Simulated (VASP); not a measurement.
Calculation: vdW-DF-cx, VASP's PBE PAW potentials (set 64) (plane waves; VASP).

Input for VASP

File POSCAR:
```
Sr
1
    0.0000000000     2.9300105363     2.9300105363
    2.9300105363     0.0000000000     2.9300105363
    2.9300105363     2.9300105363     0.0000000000
Sr
1
Direct
  1.0000000000   0.0000000000   1.0000000000
```

### KPOINTS
```
Automatic mesh
0
Gamma
8 8 8
0 0 0
```

**INCAR**
```
AGGAC = 0.0
ALGO = Normal
EDIFF = 1E-7
ENCUT = 520
GGA = CX
ISIF = 2
ISMEAR = 0
LASPH = T
LCHARG = F
LMAXMIX = 4
LREAL = F
LUSE_VDW = T
LWAVE = F
NELM = 100
PREC = Accurate
SIGMA = 0.05
SYSTEM = Sr
```

POTCAR, in this order: Sr_sv (PBE.64 set). Program: vasp_std.

The resulting files:

File OSZICAR:
```
       N       E                     dE             d eps       ncg     rms          rms(c)
DAV:   1     0.376365234105E+02    0.37637E+02   -0.51902E+03   522   0.987E+02
DAV:   2     0.202361971678E+01   -0.35613E+02   -0.35304E+02   598   0.168E+02
DAV:   3     0.622463280093E+00   -0.14012E+01   -0.13966E+01   684   0.277E+01
DAV:   4     0.548012721424E+00   -0.74451E-01   -0.74405E-01   777   0.511E+00
DAV:   5     0.547078375732E+00   -0.93435E-03   -0.93416E-03   773   0.467E-01    0.123E+01
DAV:   6     0.548272517763E+00    0.11941E-02   -0.64003E-03   613   0.104E+00    0.693E+00
DAV:   7     0.548243641246E+00   -0.28877E-04   -0.11897E-02   594   0.137E+00    0.282E-01
DAV:   8     0.548053976241E+00   -0.18967E-03   -0.20563E-03   792   0.270E-01    0.142E-01
DAV:   9     0.548037911645E+00   -0.16065E-04   -0.26663E-05   732   0.533E-02    0.401E-02
DAV:  10     0.548018598759E+00   -0.19313E-04   -0.22345E-05   585   0.441E-02    0.417E-02
DAV:  11     0.548018924257E+00    0.32550E-06   -0.73569E-07   769   0.897E-03    0.138E-02
DAV:  12     0.548019529414E+00    0.60516E-06   -0.70883E-07   620   0.735E-03    0.534E-03
DAV:  13     0.548019309232E+00   -0.22018E-06   -0.67810E-08   356   0.267E-03    0.498E-04
DAV:  14     0.548019299858E+00   -0.93740E-08   -0.81712E-09   311   0.721E-04
   1 F= 0.54801930E+00 E0= 0.54842607E+00  d E =-.813532E-03
```

### OUTCAR
```
------------------------ aborting loop because EDIFF is reached ----------------------------------------
  FORCE on cell =-STRESS in cart. coord.  units (eV):
  Direction    XX          YY          ZZ          XY          YZ          ZX
  --------------------------------------------------------------------------------------
  Total        0.1319994      0.1319994      0.1319994      0.0000000      0.0000000     -0.0000000
  in kB        4.2038271      4.2038271      4.2038271      0.0000000      0.0000000     -0.0000000
  external PRESSURE =       4.2038271 kB  Pullay stress =       0.0000000 kB
  volume of cell :       50.31
      direct lattice vectors                 reciprocal lattice vectors
     0.000000000  2.930010536  2.930010536    -0.170647851  0.170647851  0.170647851
     2.930010536  0.000000000  2.930010536     0.170647851 -0.170647851  0.170647851
     2.930010536  2.930010536  0.000000000     0.170647851  0.170647851 -0.170647851
 POSITION                                       TOTAL-FORCE (eV/Angst)
 -----------------------------------------------------------------------------------
      0.00000      0.00000      0.00000         0.000000      0.000000      0.000000
 -----------------------------------------------------------------------------------
    total drift:                                0.000000      0.000000      0.000000
  FREE ENERGIE OF THE ION-ELECTRON SYSTEM (eV)
  ---------------------------------------------------
  free  energy   TOTEN  =         0.5480192999 eV

  energy  without entropy=        0.5488328317  energy(sigma->0) =        0.54842607
```
(Selected blocks of OUTCAR.)

The compound is Sr in the fcc structure. This cell is one point of a volume scan, at 0.97 of the reference volume.
